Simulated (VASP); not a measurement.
These are PBEsol GGA, VASP's PBE PAW potentials (set 64) (plane waves; VASP 6.6.1) values and carry that method's errors.

Input for VASP

File POSCAR:
```
MoS2
24.60
  0.0642276423  -0.1112455285   0.0000000000
  0.0642276423   0.1112455285   0.0000000000
  0.0000000000   0.0000000000   0.5000000000
Mo S
2 4
direct
  0.3403410000   0.6933440000   0.2524090000
  0.6448400000   0.3254460000   0.7457370000
  0.3583820000   0.6632490000   0.8786400000
  0.6826850000   0.3316210000   0.3837000000
  0.6813240000   0.3472080000   0.1215150000
  0.2924280000   0.6391320000   0.6179980000
```

INCAR:
```
! general
SYSTEM   =  MoS2
PREC     =  Accurate
ENCUT    =  300
LREAL    =  F
LASPH    =  T

! electronic loop
EDIFF    =  1E-6   ! SCF stop (eV)
NELM     =  100   ! most electronic steps
ALGO     =  Normal
LMAXMIX  =  4   ! l cut-off of mixed one-centre charges

! smearing
ISMEAR   =  -1   ! Fermi-Dirac
SIGMA    =  0.02

! functional
GGA      =  PS

! ions
ISIF     =  2   ! forces and stress, cell fixed

! output
LWAVE    =  F
LCHARG   =  F
```

### KPOINTS
```
Automatic mesh
0
Gamma
5 5 1
0 0 0
```

POTCAR, in this order: Mo_sv S (PBE.64 set). Program: vasp_std.

At this cut-off the stress carries a Pulay error, which pulls relaxed volumes low.

Q: Predict the energy per atom (σ→0), pressure, largest force.

A: 
```json
{
 "energy per atom (σ→0)": "-7.760 eV/atom",
 "pressure": "-5.67 GPa",
 "largest_force": "1.596 eV/Å"
}
```

File OSZICAR:
```
...
DAV:  10    -0.465608636227E+02    0.10570E-01   -0.73865E-02   965   0.145E+00    0.347E-01
DAV:  11    -0.465608661400E+02   -0.25173E-05   -0.41784E-03  1188   0.338E-01    0.263E-01
DAV:  12    -0.465607254586E+02    0.14068E-03   -0.67962E-04  1037   0.124E-01    0.111E-01
DAV:  13    -0.465607000714E+02    0.25387E-04   -0.10971E-04   988   0.570E-02    0.495E-02
DAV:  14    -0.465606993265E+02    0.74486E-06   -0.38870E-05  1075   0.299E-02    0.340E-02
DAV:  15    -0.465607005906E+02   -0.12641E-05   -0.12062E-06   684   0.615E-03    0.211E-02
DAV:  16    -0.465607005251E+02    0.65515E-07   -0.16045E-06   660   0.807E-03
   1 F= -.46560701E+02 E0= -.46560701E+02  d E =-.177122E-09
```

The structure is a typed MoS2 crystal. The cell was not relaxed at this level. The k-mesh is coarse (spacing up to 0.51 per Å, 2π included), so the numbers may not be converged in it.
